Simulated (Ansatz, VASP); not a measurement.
# As2O3 (Arsenolite): VASP beside Ansatz, part 2 of 3

One calculation is typed for both programs; each brings its own data sets. How far apart do they land? The cell is taken from a series of runs on this material, whose earlier steps may have relaxed, scaled, displaced or heated it; both programs get it as it stands.

VASP 6.6.1 and Ansatz 0.2.0.

So far: The structure; Ansatz: dielectric response, PBEsol.

### 3. VASP: dielectric response, PBEsol

Level of this step: PBEsol; plane waves and PAW (As, O) (VASP).

The same cell, functional and mesh now go to VASP, with its own data sets.

Lines of VASP's logs that name or quote its potential files are left out, and so is its time.

Contents of INCAR:

```
SYSTEM = As2O3
PREC = Accurate
ENCUT = 520
EDIFF = 1E-08
NELM = 120
ISMEAR = 0
SIGMA = 0.01
LREAL = .FALSE.
ALGO = Normal
GGA = PS
NBANDS = 76
LORBIT = 11
LWAVE = .FALSE.
LCHARG = .FALSE.
ISIF = 2
LEPSILON = .TRUE.
LASPH = .TRUE.
GGA_COMPAT = .FALSE.
EFERMI = MIDGAP
KPAR = 4
```

Contents of POSCAR:

```
As2O3
1.0
    0.0000000000      5.5367150000      5.5367150000
    5.5367150000      0.0000000000      5.5367150000
    5.5367150000      5.5367150000      0.0000000000
As O
8 12
Direct
    0.3972100000      0.3972100000      0.3972100000
    0.4416300000      0.8527900000      0.8527900000
    0.3972100000      0.3972100000      0.8083700000
    0.8527900000      0.4416300000      0.8527900000
    0.8083700000      0.3972100000      0.3972100000
    0.8527900000      0.8527900000      0.8527900000
    0.3972100000      0.8083700000      0.3972100000
    0.8527900000      0.8527900000      0.4416300000
    0.9226000000      0.5774000000      0.5774000000
    0.3274000000      0.6726000000      0.3274000000
    0.5774000000      0.9226000000      0.9226000000
    0.6726000000      0.3274000000      0.6726000000
    0.5774000000      0.9226000000      0.5774000000
    0.3274000000      0.3274000000      0.6726000000
    0.9226000000      0.5774000000      0.9226000000
    0.6726000000      0.6726000000      0.3274000000
    0.3274000000      0.6726000000      0.6726000000
    0.5774000000      0.5774000000      0.9226000000
    0.6726000000      0.3274000000      0.3274000000
    0.9226000000      0.9226000000      0.5774000000
```

Contents of KPOINTS:

```
Automatic mesh
0
Gamma
2 2 2
0 0 0
```

Potentials, in the order of the species: As and O (PBE family, release 64).

Started as:

```console
mpirun -np 4 vasp_std
```

Output:

```text
[banner, memory and clock lines left out]
running    4 mpi-ranks, on    1 nodes
 distrk:  each k-point on    1 cores,    4 groups
 distr:  one band on    1 cores,    1 groups

 POSCAR found type information on POSCAR AsO
 POSCAR found :  2 types and      20 ions
|                                                                             |
|               ----> ADVICE to this user running VASP <----                  |
|                                                                             |
|     You have a (more or less) 'large supercell' and for larger cells it     |
|     might be more efficient to use real-space projection operators.         |
|     Therefore, try LREAL= Auto in the INCAR file.                           |
|     Mind: For very accurate calculation, you might also keep the            |
|     reciprocal projection scheme (i.e. LREAL=.FALSE.).                      |
|                                                                             |

|                                                                             |
|               ----> ADVICE to this user running VASP <----                  |
|                                                                             |
|     You enforced a specific xc type in the INCAR file but a different       |
|     [... a line on the potential file left out ...]
|     I HOPE YOU KNOW WHAT YOU ARE DOING!                                     |
|                                                                             |

 LDA part: xc-table for (Slater+PW92), standard interpolation
 POSCAR, INCAR and KPOINTS ok, starting setup
 FFT: planning ... GRIDC
 FFT: planning ... GRID_SOFT
 FFT: planning ... GRID
 WAVECAR not read
 entering main loop
       N       E                     dE             d eps       ncg     rms          rms(c)
DAV:   1     0.742171821555E+03    0.74217E+03   -0.53489E+04   456   0.132E+03
DAV:   2    -0.664828618409E+02   -0.80865E+03   -0.76911E+03   572   0.287E+02
DAV:   3    -0.142102134322E+03   -0.75619E+02   -0.74738E+02   544   0.920E+01
DAV:   4    -0.143933295445E+03   -0.18312E+01   -0.18236E+01   608   0.137E+01
DAV:   5    -0.143964706530E+03   -0.31411E-01   -0.31360E-01   560   0.181E+00    0.293E+01
DAV:   6    -0.127146407173E+03    0.16818E+02   -0.72907E+01   520   0.319E+01    0.137E+01
DAV:   7    -0.127203816048E+03   -0.57409E-01   -0.54150E+00   528   0.767E+00    0.640E+00
DAV:   8    -0.127043403258E+03    0.16041E+00   -0.47848E-01   552   0.288E+00    0.196E+00
DAV:   9    -0.127017169245E+03    0.26234E-01   -0.77135E-02   552   0.115E+00    0.248E-01
DAV:  10    -0.127022896803E+03   -0.57276E-02   -0.15562E-02   544   0.398E-01    0.167E-01
DAV:  11    -0.127024414279E+03   -0.15175E-02   -0.33159E-03   544   0.219E-01    0.516E-02
DAV:  12    -0.127024693197E+03   -0.27892E-03   -0.36731E-04   544   0.661E-02    0.239E-02
DAV:  13    -0.127024777587E+03   -0.84390E-04   -0.14248E-04   552   0.374E-02    0.107E-02
DAV:  14    -0.127024783603E+03   -0.60168E-05   -0.14286E-05   560   0.137E-02    0.244E-03
DAV:  15    -0.127024784093E+03   -0.48936E-06   -0.14841E-06   512   0.383E-03    0.115E-03
DAV:  16    -0.127024784097E+03   -0.37908E-08   -0.81050E-08   584   0.913E-04
   1 F= -.12702478E+03 E0= -.12702478E+03  d E =0.000000E+00
 Linear response reoptimize wavefunctions to high precision
DAV:   1    -0.127024784149E+03   -0.52529E-07   -0.17982E-08   416   0.487E-04
DAV:   2    -0.127024784149E+03    0.11096E-09   -0.11932E-09   368   0.125E-04
DAV:   3    -0.127024784149E+03   -0.32014E-09   -0.21371E-10   328   0.444E-05
 Linear response G [H, r] |phi>, progress :
  Direction:   1
       N       E                     dE             d eps       ncg     rms
RMM:   1    -0.474156717704E+03   -0.47416E+03    0.34766E+02  1169   0.102E+02
RMM:   2    -0.421004556234E+03    0.53152E+02   -0.68183E+01   773   0.251E+01
RMM:   3    -0.422264721668E+03   -0.12602E+01   -0.30277E+00   819   0.410E+00
RMM:   4    -0.422366863405E+03   -0.10214E+00   -0.12921E-01   854   0.819E-01
RMM:   5    -0.422371704943E+03   -0.48415E-02   -0.14278E-02   851   0.216E-01
RMM:   6    -0.422372344076E+03   -0.63913E-03   -0.12077E-03   868   0.592E-02
RMM:   7    -0.422372380464E+03   -0.36388E-04   -0.40911E-04   903   0.259E-02
RMM:   8    -0.422372391140E+03   -0.10676E-04   -0.73691E-04   939   0.175E-02
RMM:   9    -0.422372384329E+03    0.68110E-05    0.16289E-03   962   0.164E-02
RMM:  10    -0.422372405986E+03   -0.21657E-04    0.21678E-03   968   0.164E-02
RMM:  11    -0.422372380956E+03    0.25030E-04    0.10221E-03   973   0.164E-02
 Linear response G [H, r] |phi>, progress :
  Direction:   2
[...]
RMM:  11    -0.422382629394E+03    0.15335E-06   -0.28118E-04   981   0.162E-02
 Linear response G [H, r] |phi>, progress :
  Direction:   3
       N       E                     dE             d eps       ncg     rms
RMM:   1    -0.469116129234E+03   -0.46912E+03    0.39383E+02  1172   0.102E+02
RMM:   2    -0.418116013227E+03    0.51000E+02   -0.68860E+01   775   0.250E+01
RMM:   3    -0.419429531593E+03   -0.13135E+01   -0.32772E+00   797   0.412E+00
RMM:   4    -0.419545126289E+03   -0.11559E+00   -0.13949E-01   840   0.834E-01
RMM:   5    -0.419550304455E+03   -0.51782E-02   -0.15817E-02   834   0.218E-01
[...]
dielectric tensor                  component  2 :     0.076     3.940    -0.076
 Linear response to external field (no local field effect), progress :
  Direction:   3
       N       E                     dE             d eps       ncg     rms          rms(c)
RMM:   1    -0.249906861448E+01   -0.24991E+01   -0.10124E+01   865   0.401E+00
RMM:   2    -0.265619431979E+01   -0.15713E+00   -0.11732E-01   753   0.800E-01
RMM:   3    -0.265851630602E+01   -0.23220E-02   -0.32228E-03   792   0.119E-01
RMM:   4    -0.265861956250E+01   -0.10326E-03   -0.20044E-04   826   0.252E-02
RMM:   5    -0.265862586194E+01   -0.62994E-05   -0.14712E-05   820   0.643E-03
RMM:   6    -0.265862641704E+01   -0.55511E-06   -0.22169E-06   844   0.217E-03
RMM:   7    -0.265862647026E+01   -0.53219E-07   -0.11372E-06   858   0.123E-03
RMM:   8    -0.265862647734E+01   -0.70731E-08   -0.10688E-06   895   0.105E-03
RMM:   9    -0.265862647673E+01    0.60460E-09   -0.11517E-06   909   0.102E-03
RMM:  10    -0.265862647055E+01    0.61789E-08   -0.30628E-07   913   0.102E-03
RMM:  11    -0.265862647705E+01   -0.64950E-08   -0.88783E-07   914   0.103E-03
 change of polarisation eV/A/(eV/A) component  3 :     0.143    -0.143     5.317
 dielectric tensor                  component  3 :     0.076    -0.076     3.834
 Linear response to external field, progress :
  Direction:   1
       N       E                     dE             d eps       ncg     rms          rms(c)
RMM:   1    -0.257820052820E+01   -0.25782E+01   -0.10686E+01  1158   0.405E+00
RMM:   2    -0.272147953051E+01   -0.14328E+00   -0.12917E-01   998   0.824E-01    0.355E+00
RMM:   3    -0.223226282985E+01    0.48922E+00   -0.80918E-01  1025   0.213E+00    0.169E+00
RMM:   4    -0.217380917971E+01    0.58454E-01   -0.17591E-01  1075   0.112E+00    0.650E-01
RMM:   5    -0.221187027860E+01   -0.38061E-01   -0.67743E-02  1095   0.547E-01    0.282E-01
RMM:   6    -0.224140831179E+01   -0.29538E-01   -0.10429E-02  1033   0.275E-01    0.738E-02
RMM:   7    -0.224772361525E+01   -0.63153E-02   -0.11510E-03  1096   0.768E-02    0.454E-02
RMM:   8    -0.224970029120E+01   -0.19767E-02    0.63215E-05  1022   0.383E-02    0.107E-02
RMM:   9    -0.224978951142E+01   -0.89220E-04    0.36774E-04  1089   0.128E-02    0.404E-03
RMM:  10    -0.224995819698E+01   -0.16869E-03    0.44884E-04  1054   0.473E-03    0.143E-03
RMM:  11    -0.224994800572E+01    0.10191E-04    0.69282E-04  1108   0.208E-03    0.506E-04
RMM:  12    -0.224996445847E+01   -0.16453E-04    0.59436E-04  1205   0.976E-04    0.159E-04
RMM:  13    -0.224994124441E+01    0.23214E-04    0.82219E-04  1240   0.811E-04    0.769E-05
RMM:  14    -0.224994631871E+01   -0.50743E-05    0.70063E-04  1246   0.788E-04    0.230E-05
RMM:  15    -0.224995196234E+01   -0.56436E-05    0.66901E-04  1252   0.777E-04    0.983E-06
 change of polarisation eV/A/(eV/A) component  1 :     4.120     0.137     0.137
 dielectric tensor                  component  1 :     3.196     0.073     0.073
 Linear response to external field, progress :
  Direction:   2
       N       E                     dE             d eps       ncg     rms          rms(c)
RMM:   1    -0.255076885981E+01   -0.25508E+01   -0.10412E+01  1156   0.407E+00
RMM:   2    -0.272206994785E+01   -0.17130E+00   -0.12050E-01  1000   0.811E-01    0.355E+00
RMM:   3    -0.223258682827E+01    0.48948E+00   -0.81029E-01  1027   0.214E+00    0.169E+00
RMM:   4    -0.217391281051E+01    0.58674E-01   -0.17593E-01  1079   0.112E+00    0.650E-01
RMM:   5    -0.221167679439E+01   -0.37764E-01   -0.65233E-02  1091   0.550E-01    0.282E-01
RMM:   6    -0.224135818451E+01   -0.29681E-01   -0.95141E-03  1036   0.277E-01    0.742E-02
RMM:   7    -0.224761889948E+01   -0.62607E-02   -0.12166E-03  1099   0.776E-02    0.453E-02
RMM:   8    -0.224974499395E+01   -0.21261E-02   -0.37205E-04  1019   0.393E-02    0.114E-02
RMM:   9    -0.224983960619E+01   -0.94612E-04   -0.17196E-04  1090   0.133E-02    0.424E-03
RMM:  10    -0.225001863266E+01   -0.17903E-03   -0.15548E-04  1046   0.509E-03    0.144E-03
RMM:  11    -0.225002105333E+01   -0.24207E-05   -0.11989E-04  1118   0.212E-03    0.564E-04
RMM:  12    -0.225003987892E+01   -0.18826E-04   -0.13574E-04  1200   0.100E-03    0.174E-04
RMM:  13    -0.225003011246E+01    0.97665E-05   -0.84512E-05  1240   0.841E-04    0.920E-05
RMM:  14    -0.225003187070E+01   -0.17582E-05   -0.10307E-04  1235   0.806E-04    0.415E-05
RMM:  15    -0.225002804573E+01    0.38250E-05   -0.93145E-05  1247   0.795E-04    0.222E-05
RMM:  16    -0.225002231429E+01    0.57314E-05   -0.33768E-05  1271   0.789E-04    0.738E-06
 change of polarisation eV/A/(eV/A) component  2 :     0.137     4.120    -0.137
 dielectric tensor                  component  2 :     0.073     3.196    -0.073
 Linear response to external field, progress :
  Direction:   3
       N       E                     dE             d eps       ncg     rms          rms(c)
RMM:   1    -0.255594753862E+01   -0.25559E+01   -0.10464E+01  1153   0.406E+00
RMM:   2    -0.272199751115E+01   -0.16605E+00   -0.12232E-01   997   0.811E-01    0.355E+00
RMM:   3    -0.223286454771E+01    0.48913E+00   -0.81422E-01  1018   0.214E+00    0.169E+00
RMM:   4    -0.217411848490E+01    0.58746E-01   -0.17941E-01  1077   0.112E+00    0.650E-01
RMM:   5    -0.221170211143E+01   -0.37584E-01   -0.66176E-02  1094   0.549E-01    0.283E-01
RMM:   6    -0.224130294517E+01   -0.29601E-01   -0.96838E-03  1036   0.276E-01    0.733E-02
RMM:   7    -0.224767726377E+01   -0.63743E-02   -0.11896E-03  1093   0.769E-02    0.453E-02
RMM:   8    -0.224974000161E+01   -0.20627E-02   -0.22572E-04  1019   0.390E-02    0.110E-02
RMM:   9    -0.224982252543E+01   -0.82524E-04    0.67599E-06  1081   0.128E-02    0.411E-03
RMM:  11    -0.225000822712E+01   -0.75872E-05    0.38403E-05  1120   0.204E-03    0.541E-04
RMM:  12    -0.225002735079E+01   -0.19124E-04   -0.34063E-05  1191   0.938E-04    0.163E-04
RMM:  13    -0.225001760869E+01    0.97421E-05    0.26817E-05  1235   0.771E-04    0.836E-05
RMM:  14    -0.225001756594E+01    0.42757E-07   -0.25123E-05  1227   0.736E-04    0.307E-05
RMM:  15    -0.225001849364E+01   -0.92771E-06    0.40061E-06  1238   0.728E-04    0.163E-05
RMM:  16    -0.225001691215E+01    0.15815E-05    0.45853E-05  1262   0.726E-04    0.648E-06
 change of polarisation eV/A/(eV/A) component  3 :     0.137    -0.137     4.120
 dielectric tensor                  component  3 :     0.073    -0.073     3.196
 Born effective charges drift removed
```

[end of part 2 of 3]

[Lines on the potential files, build, host, timing and source positions are cut from VASP's logs without a mark.]

[Logs are printed without paths, hosts, clocks, repeated set-up lines and the standing remarks that a program may print on its own settings, such as how far it seeks lower states.]

[Hosts, paths, dates, database ids (printed as entryN), source tags and the programs' standing remarks are cut or masked in the printed files.]
